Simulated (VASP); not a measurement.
A convergence study with VASP on V (bcc): a few settings are varied, all else stays as given below, so the limit is that of these other settings. The cell's lengths are 1 % over those of the tabulated start, so it is off equilibrium.

```
V
1.0
   -1.53015     1.53015     1.53015
    1.53015    -1.53015     1.53015
    1.53015     1.53015    -1.53015
V
1
Direct
  0.00000   0.00000   0.00000
```

Level of theory: PBE GGA, VASP's PBE PAW potentials (set 64) (plane waves; VASP). The last row used: 900 eV cut-off, 14×14×14 Γ-centred mesh, first-order Methfessel-Paxton smearing of 0.10 eV, potentials V_pv.

Energies of different potentials or hybrids have different zeros.

```tsv
setting	E (eV/atom)	pressure (GPa)	plane waves
ENCUT = 300, POTCAR V_sv	-8.9744	-10.85	178
ENCUT = 400, POTCAR V_sv	-8.9684	-11.81	268
ENCUT = 520, POTCAR V_sv	-8.9695	-10.39	398
ENCUT = 700, POTCAR V_sv	-8.9697	-10.49	616
ENCUT = 900, POTCAR V_sv	-8.9698	-10.37	935
ENCUT = 300, POTCAR V	-8.9007	-13.31	178
ENCUT = 400, POTCAR V	-8.9001	-13.20	268
ENCUT = 520, POTCAR V	-8.8997	-13.20	398
ENCUT = 700, POTCAR V	-8.8996	-13.19	616
ENCUT = 900, POTCAR V	-8.8997	-13.19	935
ENCUT = 300, POTCAR V_pv	-8.9359	-10.90	178
ENCUT = 400, POTCAR V_pv	-8.9327	-11.60	268
ENCUT = 520, POTCAR V_pv	-8.9342	-10.41	398
ENCUT = 700, POTCAR V_pv	-8.9344	-10.48	616
ENCUT = 900, POTCAR V_pv	-8.9346	-10.38	935
```

Left out are rungs that failed or repeat a setting and relaxations that didn't move; long series are thinned to 24 rows.

The compound is V in the bcc structure. The cell was not relaxed at this level. The run is not spin-polarised, so no magnetic state was tried.
